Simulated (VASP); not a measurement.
**AlPd$_{3}$ (ordered alloy cell): computed properties**

Computed with PBEsol GGA, VASP's PBE PAW potentials (set 64) (plane waves; VASP).

```
Item                                                                                                      Result
----------------------------------  ----------------------------------------------------------------------------
space group                                                                                            Cmmm (65)
cell                                a = 5.5022 Å, b = 7.1634 Å, c = 2.9003 Å, α = 90.00°, β = 90.00°, γ = 90.00°
volume per atom                                                                                    14.29 Å³/atom
band gap (over mesh and band path)                                      none (metal, semimetal or under 0.01 eV)
density                                                                                              10.06 g/cm³
```

Space group Cmmm (No. 65); a = 5.5022 Å, b = 7.1634 Å, c = 2.9003 Å, α = β = γ = 90.00°

```json
[
 {"atom": "Pd", "site": "2a", "symmetry": "mmm", "x": "0.0000", "y": "0.0000", "z": "0.0000"},
 {"atom": "Pd", "site": "4f", "symmetry": "..2/m", "x": "0.2500", "y": "0.2500", "z": "0.5000"},
 {"atom": "Al", "site": "2b", "symmetry": "mmm", "x": "0.0000", "y": "0.5000", "z": "0.0000"}
]
```
(The calculation used a cell of 4 atoms; values per cell refer to that cell.)

The structure was generated: AlPd3 was put into an ordered model structure (Cmmm), which need not be its known phase. It was relaxed first, which changed the volume by -6 %. Symmetry was kept, so distortions that lower it aren't found. The electron count is odd and the run is not spin-polarised, which forces a metal.
